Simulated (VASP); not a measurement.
## GaN: stress against strain

GaN (wurtzite, P6_3mc, 11.430 Å³/atom and stress up to 0.25 GPa in the relaxed cell, c along z) under a strain ε along c (axis z), the other axes held. r2SCAN in VASP (plane waves, PAW), 600 eV, 12×12×6 Γ-centred mesh, Gaussian smearing 0.05 eV; ions are relaxed, or left where forces stay under 0.02 eV/Å, within the symmetry of each cell. Stress is positive for a compressed cell.

Here s stands for strain and y for stress zz.

| strain (%) | stress zz (GPa) |
|---|---|
| -3.00 | ? |
| -1.50 | 6.35 |
| -1.00 | 4.32 |
| -0.50 | 2.26 |
| 0.00 | 0.25 |
| 0.50 | -1.80 |
| 1.00 | -3.78 |
| 1.50 | -5.72 |

Taking a straight line for y over the 7 complete rows: Means: s 0, y 0.269. About the means, the sum of products is -28.235 and the sum of squares of s is 7.0000; the slope is their ratio. Least squares gives y = 0.269 - 4.0336·s. Residuals (row less fit): 0.031, 0.017, -0.026, -0.019, -0.052, -0.015, 0.061; standard error 0.042 (degrees of freedom: 5). The slope gives the elastic constant C33 = 403 ± 2 GPa (± standard error of the fit, which holds the terms cut off).

Question: Predict the withheld y at s = -3.00 from the fit, and compare with the calculation.

Answer: y = 0.269 - 4.0336 × (-3.0) = 12.370 GPa. The calculation gives 12.55 GPa, 0.180 GPa above the prediction (1.0 % of the range of y in the table). The row lies outside the fitted rows, so this is an extrapolation. From the scatter of the fitted rows alone, a prediction at this place has a standard error of 0.066 GPa, so the miss is 2.7 times that.

A polynomial of degree 2 through the 12 other runs of the series gives 12.58 there, so most of the miss is curvature that the fit leaves out. Rows are the converged runs of the series near zero and its far end, less any whose ions stayed unrelaxed beside relaxed ones; series whose fitted rows scatter by over a few per cent of the range, as at a crossing or softening among them, aren't shown in this form. Most that stay on the fit to the last digits aren't either.
